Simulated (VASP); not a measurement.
# EuMg2Fe (P-3m1) in VASP: runs at scaled volumes

Single points of EuMg2Fe at other volumes, in PBE.

All numbers are computed with VASP 6.6.1; they aren't measurements. Logs are shortened: lines on timing, memory, paths and dates and some standing lists are left out, and cuts for length are marked.

## 1. The undisturbed crystal

Symmetry: P-3m1, No. 164, trigonal system. Conventional cell: a = 4.842 Å, b = 4.842 Å, c = 5.138 Å, α = 90.00°, β = 90.00°, γ = 120.00°. Eu (site symmetry -3m) has 2 Fe at 2.57 Å as nearest neighbours. Fe (site symmetry -3m) has 2 Eu at 2.57 Å and 6 Mg at 2.80 Å as nearest neighbours. Around Mg (site symmetry 3m) lie 3 Fe at 2.80 Å and 3 Mg at 2.80 Å.

The cell comes from a database or a generator and needn't be the stable form of this composition.

## 2. Equation of state, PBE, collinear spin, ferromagnetic start, 26.60 Å³/atom (volume scaled by 1.02)

Contents of INCAR:

```
ALGO     = Normal         # electronic algorithm
EDIFF    = 1E-7           # SCF threshold, eV
ENCUT    = 520            # plane-wave cutoff, eV
GGA      = PE             # functional
ISIF     = 2              # what is computed and relaxed
ISMEAR   = -1             # smearing method
ISPIN    = 2              # spin polarisation
LASPH    = True           # aspherical terms in the spheres
LCHARG   = False          # write CHGCAR
LMAXMIX  = 6              # l up to which the mixer works
LORBIT   = 11             # projections on sites
LREAL    = False          # projectors in reciprocal space
LWAVE    = False          # write WAVECAR
MAGMOM   = 7 3 0 0        # initial moments
NBANDS   = 26             # bands
NELM     = 120            # most SCF steps
PREC     = Accurate       # precision mode
SIGMA    = 0.05           # smearing width, eV
```

Contents of KPOINTS:

```
k-points
0
Gamma
  6 6 5
```

Contents of POSCAR:

```
EuMg2Fe
1.0
    4.8738313003      0.0000000000      0.0000000000
   -2.4369156502      4.2208617199      0.0000000000
    0.0000000000      0.0000000000      5.1718674287
Eu Fe Mg
1 1 2
Direct
    0.0000000000      0.0000000000      0.5000000000
    0.0000000000      0.0000000000      0.0000000000
    0.3333333333      0.6666666667      0.0215600000
    0.6666666667      0.3333333333      0.9784400000
```

Potentials or basis: VASP PAW PBE potentials, release 64 (Eu, Fe, Mg).

Started as:

```console
> cat potpaw_PBE.64/Eu/POTCAR potpaw_PBE.64/Fe/POTCAR potpaw_PBE.64/Mg/POTCAR > POTCAR
> mpirun -np 1 vasp_std > vasp.out
```

OUTCAR:

```text
EDIFF = 1E-7
   ENCUT = 520
   GGA = PE
   ISIF = 2
   ISMEAR = -1
   ISPIN = 2
   LASPH = True
   LORBIT = 11
   LREAL = False
   NELM = 120
   PREC = Accurate

 Found     27 irreducible k-points:

 Following reciprocal coordinates:
            Coordinates               Weight
  0.000000  0.000000  0.000000      1.000000
  0.166667  0.000000  0.000000      6.000000
  0.333333 -0.000000  0.000000      6.000000
  0.500000 -0.000000  0.000000      3.000000
  0.166667  0.166667  0.000000      6.000000
  0.333333  0.166667  0.000000     12.000000
   k-points           NKPTS =     27   k-points in BZ     NKDIM =     27   number of bands    NBANDS=     26
   number of dos      NEDOS =    301   number of ions     NIONS =      4
   total plane-waves  NPLWV =  51840
   dimension x,y,z NGX =    36 NGY =   36 NGZ =   40
   dimension x,y,z NGXF=    72 NGYF=   72 NGZF=   80
   ions per type =               1   1   2
   NGX,Y,Z   is equivalent  to a cutoff of  12.28, 12.28, 12.86 a.u.
   NGXF,Y,Z  is equivalent  to a cutoff of  24.56, 24.56, 25.72 a.u.
 SYSTEM =  unknown system
   PREC   = accura    normal or accurate (medium, high low for compatibility)
   ISTART =      0    job   : 0-new  1-cont  2-samecut
   ICHARG =      2    charge: 1-file 2-atom 10-const
   ISPIN  =      2    spin polarized calculation?
   LNONCOLLINEAR =      F non collinear calculations
   LSORBIT =      F    spin-orbit coupling
   LASPH  =      T    aspherical Exc in radial PAW
   ENCUT  =  520.0 eV  38.22 Ry    6.18 a.u.   9.06  9.06  9.62*2*pi/ulx,y,z
   NELM   =    120;   NELMIN=  2; NELMDL= -5     # of ELM steps
   EDIFF  = 0.1E-06   stopping-criterion for ELM
   LREAL  =      F    real-space projection
   EDIFFG = 0.1E-05   stopping-criterion for IOM
   NSW    =      0    number of steps for IOM
   IBRION =     -1    ionic relax: 0-MD 1-quasi-New 2-CG
   NFREE  =      0    steps in history (QN), initial steepest desc. (CG)
   ISIF   =      2    stress and relaxation
   ISYM   =      2    0-nonsym 1-usesym 2-fastsym
   POTIM  = 0.5000    time-step for ionic-motion
   TEBEG  =    0.0;   TEEND  =   0.0 temperature during run
   PSTRESS=    0.0 pullay stress
   NELECT =      29.0000    total number of electrons
   NUPDOWN=      -1.0000    fix difference up-down
   EMIN   =  10.00;   EMAX   =-10.00  energy-range for DOS
   EFERMI =   0.00;   METHOD = LEGACY
   ISMEAR =    -1;   SIGMA  =   0.05  broadening in eV -4-tet -1-fermi 0-gaus
   EFERMI_NEDOS =   21; number of points for ismear=-14 and -15
   IALGO  =     38    algorithm
   IMIX   =      4    mixing-type and parameters
     AMIX     =   0.40;   BMIX     =  1.00
     AMIX_MAG =   1.60;   BMIX_MAG =  1.00
  volume/ion in A,a.u.               =      26.60       179.50
  Fermi-wavevector in a.u.,A,eV,Ry     =   1.061454  2.005857 15.329473  1.126685
  Thomas-Fermi vector in A             =   2.196871
   LORBIT       =     11    0 simple, 1 ext, 2 COOP (PROOUT), +10 PAW based schemes
   GGA     = PE    functional components
   LHFCALC =     F    Hartree Fock is set to
   AEXX    =    0.0000 exact exchange contribution
   IVDW    =     0    specifies the selected vdW correction
   LEPSILON=     F    determine dielectric tensor
   LRPA    =     F    only Hartree local field effects (RPA)
 spin polarized calculation
  energy-cutoff  :      520.00
  volume of cell :      106.39
 maximum number of plane-waves:      2895
   NGX = 19   NGY = 19   NGZ = 19

 number of electron      29.0000000 magnetization      10.0000000

 number of electron      29.0000002 magnetization       8.2379843

 Free energy of the ion-electron system (eV)
  ---------------------------------------------------
  ext. energy  EPLUGINS =         0.00000000
  ---------------------------------------------------
  free energy    TOTEN  =       -21.41317289 eV

  energy without entropy =      -21.35361648  energy(sigma->0) =      -21.38339469

 E-fermi :   1.9760     XC(G=0):  -8.7763

 val. band max:        1.9559910779   @ k =   0.1667   0.1667   0.2000
 cond. band min:       1.9830351999   @ k =   0.3333   0.1667   0.0000
 fundamental gap:      0.0270441220
 Fermi energy:         1.9760141189

 spin component 1

 k-point     1 :       0.0000    0.0000    0.0000
  band No.  band energies     occupation
      1     -39.3376      1.00000
      2     -18.1588      1.00000
      3     -18.0354      1.00000
      4     -18.0354      1.00000
      5      -3.7842      1.00000
      6      -0.1565      1.00000
[... 18 lines left out ...]
     25       5.8897      0.00000
     26       5.8897      0.00000

 k-point     2 :       0.1667    0.0000    0.0000
  band No.  band energies     occupation
      1     -39.3374      1.00000
      2     -18.1577      1.00000
      3     -18.0435      1.00000
      4     -18.0374      1.00000
      5      -3.5306      1.00000
      6      -0.1664      1.00000
[... 18 lines left out ...]
     25       5.7915      0.00000
     26       6.5043      0.00000

 k-point     3 :       0.3333   -0.0000    0.0000
  band No.  band energies     occupation
      1     -39.3371      1.00000
      2     -18.1557      1.00000
      3     -18.0596      1.00000
      4     -18.0414      1.00000
      5      -2.8026      1.00000
      6      -0.4658      1.00000
[... 18 lines left out ...]
     25       5.5826      0.00000
     26       6.4058      0.00000

 k-point     4 :       0.5000   -0.0000    0.0000
  band No.  band energies     occupation
      1     -39.3369      1.00000
      2     -18.1546      1.00000
      3     -18.0676      1.00000
      4     -18.0434      1.00000
      5      -1.9308      1.00000
      6      -1.3396      1.00000
[... 18 lines left out ...]
     25       5.6143      0.00000
     26       5.7113      0.00000

 k-point     5 :       0.1667    0.1667    0.0000
  band No.  band energies     occupation
      1     -39.3372      1.00000
      2     -18.1562      1.00000
      3     -18.0540      1.00000
      4     -18.0419      1.00000
      5      -3.0376      1.00000
      6      -0.2019      1.00000
[... 18 lines left out ...]
     25       5.8076      0.00000
     26       7.0632      0.00000

 k-point     6 :       0.3333    0.1667    0.0000
  band No.  band energies     occupation
      1     -39.3369      1.00000
      2     -18.1546      1.00000
      3     -18.0635      1.00000
      4     -18.0475      1.00000
      5      -2.1275      1.00000
      6      -0.8456      1.00000
[... 18 lines left out ...]
     25       5.7879      0.00000
     26       6.3490      0.00000

 [... further k-points ...]

 spin component 2

 k-point     1 :       0.0000    0.0000    0.0000
  band No.  band energies     occupation
      1     -36.3062      1.00000
      2     -16.0482      1.00000
      3     -15.8403      1.00000
      4     -15.8403      1.00000
      5      -3.6437      1.00000
      6       1.1550      1.00000
[... 18 lines left out ...]
     25       6.7764      0.00000
     26       6.9368      0.00000

 k-point     2 :       0.1667    0.0000    0.0000
  band No.  band energies     occupation
      1     -36.3060      1.00000
      2     -16.0465      1.00000
      3     -15.8520      1.00000
      4     -15.8432      1.00000
      5      -3.3860      1.00000
      6       0.9132      1.00000
[... 18 lines left out ...]
     25       6.6590      0.00000
     26       7.1397      0.00000

 k-point     3 :       0.3333   -0.0000    0.0000
  band No.  band energies     occupation
      1     -36.3054      1.00000
      2     -16.0433      1.00000
      3     -15.8752      1.00000
      4     -15.8489      1.00000
      5      -2.6416      1.00000
      6      -0.0938      1.00000
[... 18 lines left out ...]
     25       6.5597      0.00000
     26       6.9552      0.00000

 k-point     4 :       0.5000   -0.0000    0.0000
  band No.  band energies     occupation
      1     -36.3052      1.00000
      2     -16.0417      1.00000
      3     -15.8867      1.00000
      4     -15.8517      1.00000
      5      -1.6537      1.00000
      6      -1.2856      1.00000
[... 18 lines left out ...]
     25       6.6112      0.00000
     26       6.6877      0.00000

 k-point     5 :       0.1667    0.1667    0.0000
  band No.  band energies     occupation
      1     -36.3056      1.00000
      2     -16.0441      1.00000
      3     -15.8672      1.00000
      4     -15.8497      1.00000
      5      -2.8838      1.00000
      6       0.4445      1.00000
[... 18 lines left out ...]
     25       6.5664      0.00000
     26       7.6335      0.00000

 k-point     6 :       0.3333    0.1667    0.0000
  band No.  band energies     occupation
      1     -36.3052      1.00000
      2     -16.0417      1.00000
      3     -15.8808      1.00000
      4     -15.8577      1.00000
      5      -1.9366      1.00000
      6      -0.6257      1.00000
[... 18 lines left out ...]
     25       6.6237      0.00000
     26       7.0750      0.00000

 [... further k-points ...]

------------------------ aborting loop because EDIFF is reached ----------------------------------------

  FORCE on cell =-STRESS in cart. coord.  units (eV):
  Direction    XX          YY          ZZ          XY          YZ          ZX
  --------------------------------------------------------------------------------------
  -------------------------------------------------------------------------------------
  Total       -0.8565995     -0.8565995     -0.7276804      0.0000000      0.0000000      0.0000000
  in kB      -12.8993971    -12.8993971    -10.9580242      0.0000000      0.0000000      0.0000000
  external PRESSURE =     -12.2522728 kB  Pullay stress =       0.0000000 kB

 VOLUME and BASIS-vectors are now :
 -----------------------------------------------------------------------------
  energy-cutoff  :      520.00
  volume of cell :      106.39
      direct lattice vectors                 reciprocal lattice vectors
     4.873831300  0.000000000  0.000000000     0.205177393  0.118459223  0.000000000
    -2.436915650  4.220861720  0.000000000     0.000000000  0.236918446  0.000000000
     0.000000000  0.000000000  5.171867429     0.000000000  0.000000000  0.193353757

 POSITION                                       TOTAL-FORCE (eV/Angst)
 -----------------------------------------------------------------------------------
      0.00000      0.00000      2.58593        -0.000000      0.000000      0.000000
      0.00000      0.00000      0.00000        -0.000000      0.000000      0.000000
     -0.00000      2.81391      0.11151        -0.000000      0.000000     -0.055234
      2.43692      1.40695      5.06036         0.000000      0.000000      0.055234
 -----------------------------------------------------------------------------------
    total drift:                               -0.000000     -0.000000      0.000000

  FREE ENERGIE OF THE ION-ELECTRON SYSTEM (eV)
  ---------------------------------------------------
  free  energy   TOTEN  =       -21.4131728913 eV

  energy  without entropy=      -21.3536164819  energy(sigma->0) =      -21.38339469

 total charge

# of ion       s       p       d       f       tot
--------------------------------------------------
    1        2.060   5.700   0.464   6.571  14.794
    2        0.483   0.264   6.388   0.000   7.135
    3        0.222   0.141   0.015   0.000   0.377
    4        0.222   0.141   0.015   0.000   0.377
--------------------------------------------------
tot          2.986   6.246   6.881   6.571  22.684

 magnetization (x)

# of ion       s       p       d       f       tot
--------------------------------------------------
    1       -0.006  -0.097   0.064   6.525   6.487
    2        0.030   0.037   1.369   0.000   1.436
    3       -0.010  -0.007   0.001   0.000  -0.016
    4       -0.010  -0.007   0.001   0.000  -0.016
--------------------------------------------------
tot          0.004  -0.073   1.435   6.525   7.890
```

Wall time 3.7 min (1 thread of AMD EPYC 9R14 (Zen 4), shared host); peak memory 0.33 GiB.

What came out:

* Free energy: -21.4132 eV
* Pressure: -1.2 GPa
* Largest force: 0.055 eV/Å
* Band gap on the k mesh: none (metal or under the smearing width)
* Net moment: 8.24 μB per cell
* Site moments: Eu +6.49; Fe +1.44; Mg -0.02 μB
* Valence electrons inside the program's atomic spheres: Eu 14.79; Fe 7.13; Mg 0.38

Caveat: spin-orbit coupling is left out, which moves the levels of the heavy elements; without U or exact exchange the open f shell lies at the Fermi level, which spoils levels, moments and volumes.

## 3. Equation of state, PBE, collinear spin, ferromagnetic start, 27.12 Å³/atom (volume scaled by 1.04)

Contents of INCAR:

```
ALGO = Normal ; EDIFF = 1E-7
ENCUT = 520 ; GGA = PE
ISIF = 2 ; ISMEAR = -1
ISPIN = 2 ; LASPH = T
LCHARG = F ; LMAXMIX = 6
LORBIT = 11 ; LREAL = F
LWAVE = F ; MAGMOM = 7 3 0 0
NBANDS = 26 ; NELM = 120
PREC = Accurate ; SIGMA = 0.05
```

KPOINTS is that of step 2.

Contents of POSCAR:

```
EuMg2Fe
1.0
    4.9054804423      0.0000000000      0.0000000000
   -2.4527402212      4.2482706809      0.0000000000
    0.0000000000      0.0000000000      5.2054519245
Eu Fe Mg
1 1 2
Direct
    0.0000000000      0.0000000000      0.5000000000
    0.0000000000      0.0000000000      0.0000000000
    0.3333333333      0.6666666667      0.0215600000
    0.6666666667      0.3333333333      0.9784400000
```

Potentials or basis: VASP PAW PBE potentials, release 64 (Eu, Fe, Mg).

Started as:

```console
> cat potpaw_PBE.64/Eu/POTCAR potpaw_PBE.64/Fe/POTCAR potpaw_PBE.64/Mg/POTCAR > POTCAR
> mpirun -np 1 vasp_std > vasp.out
```

It took 3.7 min on 1 thread of AMD EPYC 9R14 (Zen 4), shared host; peak memory 0.33 GiB.

Results (log left out):

```yaml
Free_energy: -21.3962 eV
Pressure: -1.5 GPa
Largest_force: 0.054 eV/Å
Band_gap_on_the_k_mesh: none (metal or under the smearing width)
Net_moment: 8.43 μB per cell
Site_moments: Eu +6.49; Fe +1.63; Mg -0.02 μB
Valence_electrons_inside_the_program's_atomic_spheres: Eu 14.79; Fe 7.11; Mg 0.37
```

Caveat: spin-orbit coupling is left out, which moves the levels of the heavy elements; without U or exact exchange the open f shell lies at the Fermi level, which spoils levels, moments and volumes.

## 4. Equation of state, PBE, collinear spin, ferromagnetic start, 27.64 Å³/atom (volume scaled by 1.06)

Contents of INCAR:

```
SYSTEM = EuMg2Fe
PREC = Accurate
ENCUT = 520
EDIFF = 1E-7
ISMEAR = -1
SIGMA = 0.05
LREAL = .False.
LASPH = .True.
NELM = 100
ALGO = Normal
ISIF = 2
LWAVE = .False.
LCHARG = .False.
ISPIN = 2
MAGMOM = 7 3 0 0
LORBIT = 11
LMAXMIX = 6
GGA = PE
NBANDS = 26
```

Contents of KPOINTS:

```
Automatic mesh
0
Gamma
  6 6 5
  0 0 0
```

Contents of POSCAR:

```
EuMg2Fe
1.0
    4.9367263831      0.0000000000      0.0000000000
   -2.4683631916      4.2753304593      0.0000000000
    0.0000000000      0.0000000000      5.2386085632
Eu Fe Mg
1 1 2
Direct
    0.0000000000      0.0000000000      0.5000000000
    0.0000000000      0.0000000000      0.0000000000
    0.3333333333      0.6666666667      0.0215600000
    0.6666666667      0.3333333333      0.9784400000
```

Started as:

```console
> cat potpaw_PBE.64/Eu/POTCAR potpaw_PBE.64/Fe/POTCAR potpaw_PBE.64/Mg/POTCAR > POTCAR
> mpirun -np 1 vasp_std > vasp.out
```

Run time: 4.4 min. Hardware: 1 thread of AMD EPYC 9R14 (Zen 4), shared host; peak memory 0.35 GiB.

Results (log left out):

```yaml
Free_energy: -21.3746 eV
Pressure: -1.9 GPa
Largest_force: 0.055 eV/Å
Band_gap_on_the_k_mesh: none (metal or under the smearing width)
Net_moment: 8.55 μB per cell
Site_moments: Eu +6.49; Fe +1.75; Mg -0.02 μB
Valence_electrons_inside_the_program's_atomic_spheres: Eu 14.78; Fe 7.08; Mg 0.37
```

Caveat: spin-orbit coupling is left out, which moves the levels of the heavy elements; without U or exact exchange the open f shell lies at the Fermi level, which spoils levels, moments and volumes.
